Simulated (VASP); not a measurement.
Computed with PBE GGA with D3 dispersion (zero damping), VASP's PBE PAW potentials (set 64) (plane waves; VASP 6.6.1).

A VASP calculation is set up with these files.

### KPOINTS
```
Regular mesh
0
gamma
 6 6 3
0 0 0
```

File POSCAR:
```
CdSe
1.0
  2.1219085583  -3.6752531954   0.0000000000
  2.1219085583   3.6752531954   0.0000000000
  0.0000000000   0.0000000000   6.9190277297
Cd Se
2 2
Cartesian
  2.1219085583  -1.2250868486   3.4598318371
  2.1219085583   1.2250868486   0.0003179722
  2.1219085583  -1.2250868486   6.0607503190
  2.1219085583   1.2250868486   2.6012364541
```

INCAR:
```
SYSTEM  =  CdSe
PREC  =  Accurate; ENCUT  =  520; LREAL  =  F
LASPH  =  T
EDIFF  =  1E-7; NELM  =  100; ALGO  =  Normal
LMAXMIX  =  4
ISMEAR  =  0; SIGMA  =  0.05
GGA  =  PE; IVDW  =  11
IBRION  =  2; NSW  =  30; ISIF  =  4
EDIFFG  =  -0.01
LWAVE  =  F; LCHARG  =  F
```

POTCAR, in this order: Cd Se (PBE.64 set). Program: vasp_std.

Output

File OSZICAR:
```
       N       E                     dE             d eps       ncg     rms          rms(c)
DAV:   1     0.247447034581E+03    0.24745E+03   -0.17653E+04   616   0.149E+03
DAV:   2     0.112704415250E+01   -0.24632E+03   -0.24194E+03   676   0.356E+02
DAV:   3    -0.114353884665E+02   -0.12562E+02   -0.12525E+02   754   0.809E+01
DAV:   4    -0.115358830544E+02   -0.10049E+00   -0.10046E+00   658   0.711E+00
DAV:   5    -0.115367822382E+02   -0.89918E-03   -0.89915E-03   760   0.609E-01    0.101E+01
DAV:   6    -0.108295162419E+02    0.70727E+00   -0.15935E+00   746   0.133E+01    0.767E+00
DAV:   7    -0.107980281954E+02    0.31488E-01   -0.70946E-01   700   0.477E+00    0.253E+00
DAV:   8    -0.107922948352E+02    0.57334E-02   -0.94748E-02   646   0.347E+00    0.449E-01
DAV:   9    -0.107922821769E+02    0.12658E-04   -0.11939E-02   712   0.144E+00    0.175E-01
DAV:  10    -0.107923567014E+02   -0.74525E-04   -0.12618E-03   688   0.456E-01    0.813E-02
DAV:  11    -0.107924409177E+02   -0.84216E-04   -0.18420E-04   682   0.914E-02    0.233E-02
DAV:  12    -0.107924481774E+02   -0.72597E-05   -0.41630E-05   748   0.713E-02    0.119E-02
DAV:  13    -0.107924496670E+02   -0.14896E-05   -0.12038E-05   652   0.395E-02    0.248E-03
DAV:  14    -0.107924498351E+02   -0.16808E-06   -0.71813E-07   754   0.604E-03    0.102E-03
DAV:  15    -0.107924498859E+02   -0.50802E-07   -0.23917E-07   552   0.408E-03
   1 F= -.11931714E+02 E0= -.11931714E+02  d E =-.119317E+02
```

**OUTCAR**
```
------------------------ aborting loop because EDIFF is reached ----------------------------------------
 Edisp (eV)   -1.13926
  FORCE on cell =-STRESS in cart. coord.  units (eV):
  Direction    XX          YY          ZZ          XY          YZ          ZX
  --------------------------------------------------------------------------------------
  Total       2.40111     2.40111     2.45509     0.00000    -0.00000    -0.00000
  in kB      35.64784    35.64783    36.44926     0.00000    -0.00000    -0.00000
  external pressure =       35.91 kB  Pullay stress =        0.00 kB
  volume of cell :      107.92
      direct lattice vectors                 reciprocal lattice vectors
     2.121908558 -3.675253195  0.000000000     0.235636921 -0.136045049  0.000000000
     2.121908558  3.675253195  0.000000000     0.235636921  0.136045049  0.000000000
     0.000000000  0.000000000  6.919027730     0.000000000  0.000000000  0.144528977
  FREE ENERGIE OF THE ION-ELECTRON SYSTEM (eV)
  ---------------------------------------------------
  free  energy   TOTEN  =       -11.9317143771 eV

  energy  without entropy=      -11.9317143771  energy(sigma->0) =      -11.93171438

 reached required accuracy - stopping structural energy minimisation
```
(Selected blocks of OUTCAR.)

The compound is CdSe in the wurtzite structure. This cell is one point of a volume scan, at 0.94 of the reference volume.
